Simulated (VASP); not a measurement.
Computed with rev-vdW-DF2, VASP's PBE PAW potentials (set 64) (plane waves; VASP).

A VASP calculation is set up with these files.

INCAR:
```
! general
SYSTEM   = Pt3Ti
PREC     = Accurate
ENCUT    = 520
LREAL    = .FALSE.
LASPH    = .TRUE.   ! aspherical one-centre terms

! electronic loop
EDIFF    = 1E-6   ! SCF stop (eV)
NELM     = 100   ! most electronic steps
ALGO     = Normal
LMAXMIX  = 6   ! l cut-off of mixed one-centre charges

! smearing
ISMEAR   = 1   ! Methfessel-Paxton
SIGMA    = 0.1

! functional
GGA      = MK
LUSE_VDW = .TRUE.
AGGAC    = 0.0
PARAM1   = 0.1234568
PARAM2   = 0.7114
ZAB_VDW  = -1.8867

! ions
IBRION   = 2
NSW      = 60
ISIF     = 3   ! ions, shape and volume
EDIFFG   = -0.02   ! ionic stop

! output
LWAVE    = .FALSE.
LCHARG   = .FALSE.
```

POSCAR:
```
Pt3Ti
1
    3.9279871822    -0.0000000000    -0.0000000000
    0.0000000000     3.9279871822    -0.0000000000
    0.0000000000     0.0000000000     3.9279871822
Ti Pt
1 3
Direct
  0.0000000000   0.0000000000   0.0000000000
  0.0000000000   0.5000000000   0.5000000000
  0.5000000000   0.0000000000   0.5000000000
  0.5000000000   0.5000000000   0.0000000000
```

**KPOINTS**
```
kpoints
0
G
  7 7 7
```

POTCAR, in this order: Ti_sv Pt (PBE.64 set). Program: vasp_std.

The resulting files:

### OSZICAR
```
       N       E                     dE             d eps       ncg     rms          rms(c)
DAV:   1     0.382478991876E+03    0.38248E+03   -0.21161E+04  1000   0.179E+03
DAV:   2     0.749486364785E+01   -0.37498E+03   -0.36780E+03  1100   0.441E+02
DAV:   3    -0.230856835237E+02   -0.30581E+02   -0.29392E+02  1454   0.108E+02
DAV:   4    -0.240711656007E+02   -0.98548E+00   -0.97946E+00  1246   0.199E+01
DAV:   5    -0.240985443519E+02   -0.27379E-01   -0.27196E-01  1422   0.325E+00    0.215E+01
DAV:   6    -0.223312049913E+02    0.17673E+01   -0.22914E+01  1407   0.334E+01    0.144E+01
DAV:   7    -0.218125801096E+02    0.51862E+00   -0.31285E+01  1463   0.336E+01    0.101E+01
DAV:   8    -0.210503572445E+02    0.76222E+00   -0.16304E+00  1430   0.977E+00    0.460E+00
DAV:   9    -0.209414236443E+02    0.10893E+00   -0.20183E+00  1517   0.768E+00    0.226E+00
DAV:  10    -0.208905520373E+02    0.50872E-01   -0.31238E-01  1441   0.380E+00    0.327E-01
DAV:  11    -0.208928518593E+02   -0.22998E-02   -0.54464E-03  1327   0.556E-01    0.485E-01
DAV:  12    -0.208908951807E+02    0.19567E-02   -0.13876E-02  1493   0.692E-01    0.109E-01
DAV:  13    -0.208908529935E+02    0.42187E-04   -0.21088E-04  1174   0.106E-01    0.615E-02
DAV:  14    -0.208908453089E+02    0.76846E-05   -0.33094E-05  1308   0.369E-02    0.459E-02
DAV:  15    -0.208908279074E+02    0.17402E-04   -0.89662E-05  1503   0.611E-02    0.561E-03
DAV:  16    -0.208908281506E+02   -0.24326E-06   -0.13741E-06   751   0.842E-03
   1 F= -.20890828E+02 E0= -.20890668E+02  d E =-.208908E+02
```

**OUTCAR**
```
------------------------ aborting loop because EDIFF is reached ----------------------------------------
  FORCE on cell =-STRESS in cart. coord.  units (eV):
  Direction    XX          YY          ZZ          XY          YZ          ZX
  --------------------------------------------------------------------------------------
  Total       -0.0461563     -0.0461563     -0.0461563      0.0000000      0.0000000     -0.0000000
  in kB       -1.2202020     -1.2202020     -1.2202020      0.0000000      0.0000000     -0.0000000
  external PRESSURE =      -1.2202020 kB  Pullay stress =       0.0000000 kB
  volume of cell :       60.61
      direct lattice vectors                 reciprocal lattice vectors
     3.927987182  0.000000000  0.000000000     0.254583315  0.000000000  0.000000000
     0.000000000  3.927987182  0.000000000     0.000000000  0.254583315  0.000000000
     0.000000000  0.000000000  3.927987182     0.000000000  0.000000000  0.254583315
 POSITION                                       TOTAL-FORCE (eV/Angst)
 -----------------------------------------------------------------------------------
      0.00000      0.00000      0.00000         0.000000      0.000000      0.000000
      0.00000      1.96399      1.96399         0.000000      0.000000      0.000000
      1.96399      0.00000      1.96399         0.000000      0.000000      0.000000
      1.96399      1.96399      0.00000         0.000000      0.000000      0.000000
 -----------------------------------------------------------------------------------
    total drift:                                0.000000      0.000000     -0.000000
  FREE ENERGIE OF THE ION-ELECTRON SYSTEM (eV)
  ---------------------------------------------------
  free  energy   TOTEN  =       -20.8908281506 eV

  energy  without entropy=      -20.8903491219  energy(sigma->0) =      -20.89066847

 reached required accuracy - stopping structural energy minimisation
```
(Selected blocks of OUTCAR.)

The compound is Pt3Ti in the L1_2 structure. It was relaxed first. The start is the result of an earlier pass.
